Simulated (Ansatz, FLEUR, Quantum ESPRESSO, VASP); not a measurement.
# One structure in several programs: Ni₃Fe (Pm-3m, 4 atoms in the cell)

Self-consistent single point, at a second geometry (lattice scaled by 0.98). First geometry:

```
CELL_PARAMETERS angstrom
      3.58763     0.00000     0.00000
      0.00000     3.58763     0.00000
      0.00000     0.00000     3.58763
ATOMIC_POSITIONS crystal
  Fe 0.00000 0.00000 0.00000
  Ni 0.00000 0.50000 0.50000
  Ni 0.50000 0.00000 0.50000
  Ni 0.50000 0.50000 0.00000
```
Moments meant for the start (each program seeds them in its own way; μB, in the order of the atoms Fe Ni Ni Ni): 3.0 0.5 0.5 0.5.

Shared settings, as Ansatz (an electronic-structure program) writes them: kpoints.mp_grid.grid = 7 7 7; scf.occupations.method = fermi_dirac; scf.occupations.width = 0.05 eV. Potentials and cutoffs stand in the table.

```csv
code,model,ΔF from the first geometry (meV/atom),pressure (GPa),size of the net moment (μB/atom),cutoff
FLEUR,"PBE, all-electron FLAPW (FLEUR), scalar-relativistic valence",-0.8,–,1.21,Kmax 3.5 1/bohr
Quantum ESPRESSO,"PBE, PSlibrary ultrasoft (PBE) pseudopotentials",-0.5,5.80,1.22,55 Ry
Ansatz,"PBE, default PAW files",-2.9,5.38,1.23,default
VASP,"PBE, VASP's PBE PAW potentials (set 64)",-3.7,4.69,1.21,300 eV
```

A dash marks a value that a program does not give, or that is left out as unsure.

On Ansatz's run: the magnetic order is the one reached from the typed start; others were not searched systematically.

The spread over the programs that give each value: ΔF from the first geometry within 3.2 meV/atom; pressure within 1.11 GPa; size of the net moment within 0.02 μB/atom.

FLEUR treats all electrons, but the usual bases taken here (sphere radii, linearisation, local orbitals, empty states) were not tested for convergence, so the values are no reference for the others. Ansatz's pressure is given at a fixed set of plane waves, as the other plane-wave codes print theirs; with its correction for the finite basis it is 5.45 GPa.

VASP's run is marked for a possible Pulay error in its stress at this cutoff; no cutoff test was made.

The starting cell has typed, rounded lattice constants, without a prior relaxation at this level. Its lattice was rescaled by a random factor within 2.5 % of one. For this run, on top of that: lattice scaled by 0.98.

Left out of this page: Elk and SIESTA (not drawn, or without a comparable value).

Keys are those of Ansatz 0.2.
